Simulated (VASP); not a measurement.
Given:

```
CELL_PARAMETERS angstrom
      4.03216     0.00000     0.00000
      0.00000     4.03216     0.00000
      0.00000     0.00000     5.04373
ATOMIC_POSITIONS crystal
  Pb 0.50000 0.00000 0.76402
  Pb 0.00000 0.50000 0.23598
  O  0.50000 0.50000 0.00000
  O  0.00000 0.00000 0.00000
```

Computed with rev-vdW-DF2, VASP's PBE PAW potentials (set 64) (plane waves; VASP 6.6.1). Run with 520 eV cut-off, 6×6×5 Γ-centred mesh, tetrahedra with Blöchl corrections, potentials Pb_d O.

The cores are frozen, which limits the accuracy of field gradients.

Task: Give the principal components of the electric field gradient (V/Å²) and the asymmetry η at each nucleus.

Result: 
```
atom    Vxx    Vyy     Vzz     η
----  -----  -----  ------  ----
Pb1   108.3  108.3  -216.6  0.00
Pb2   108.3  108.3  -216.6  0.00
O3      1.6    1.6    -3.2  0.00
O4      1.6    1.6    -3.2  0.00
```

The compound is PbO in the litharge structure. It was relaxed first.
